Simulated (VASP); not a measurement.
OSZICAR of a VASP run on La (dhcp):

### OSZICAR
```
       N       E                     dE             d eps       ncg     rms          rms(c)
DAV:   1     0.543932513807E+03    0.54393E+03   -0.12804E+04  3292   0.182E+03
DAV:   2     0.992819035250E+02   -0.44465E+03   -0.43976E+03  4988   0.430E+02
DAV:   3    -0.527065543936E+01   -0.10455E+03   -0.10368E+03  5870   0.257E+02
DAV:   4    -0.174522685048E+02   -0.12182E+02   -0.11998E+02  6054   0.857E+01
DAV:   5    -0.192169869663E+02   -0.17647E+01   -0.17022E+01  6456   0.308E+01    0.447E+00
DAV:   6    -0.194362350662E+02   -0.21925E+00   -0.23007E+00  6392   0.108E+01    0.230E+00
DAV:   7    -0.194702800915E+02   -0.34045E-01   -0.34265E-01  6304   0.399E+00    0.590E-01
DAV:   8    -0.194800159898E+02   -0.97359E-02   -0.56849E-02  6416   0.149E+00    0.239E-01
DAV:   9    -0.194819093371E+02   -0.18933E-02   -0.84454E-03  6376   0.491E-01    0.194E-01
DAV:  10    -0.194838574670E+02   -0.19481E-02   -0.82484E-03  5096   0.592E-01    0.226E-02
DAV:  11    -0.194838734987E+02   -0.16032E-04   -0.70392E-04  6128   0.236E-01    0.283E-02
DAV:  12    -0.194838811097E+02   -0.76110E-05   -0.11007E-04  5272   0.523E-02    0.178E-02
DAV:  13    -0.194838838299E+02   -0.27202E-05   -0.38505E-05  5704   0.461E-02    0.415E-03
DAV:  14    -0.194838822935E+02    0.15364E-05   -0.57167E-06  3536   0.176E-02    0.217E-03
DAV:  15    -0.194838816994E+02    0.59408E-06   -0.13957E-06  3280   0.160E-02
   1 F= -.19483882E+02 E0= -.19483565E+02  d E =-.949231E-03
```

Problem. Which electronic solver shows in the log?

Solution. It is blocked Davidson (ALGO = Normal, or the opening steps of other solvers). The INCAR had ALGO = Normal.

Problem. Can the final energy be trusted as converged?

Solution. The run converged. It stopped with EDIFF = 1E-6, NELM = 100 (PBE GGA, plane waves, VASP's PBE PAW potentials (set 64)).

The compound is La in the dhcp structure. The cell was not relaxed at this level. The run is one of a series of settings (KPOINTS 13×13×5 Γ-centred mesh against the base run), some of them coarse on purpose.
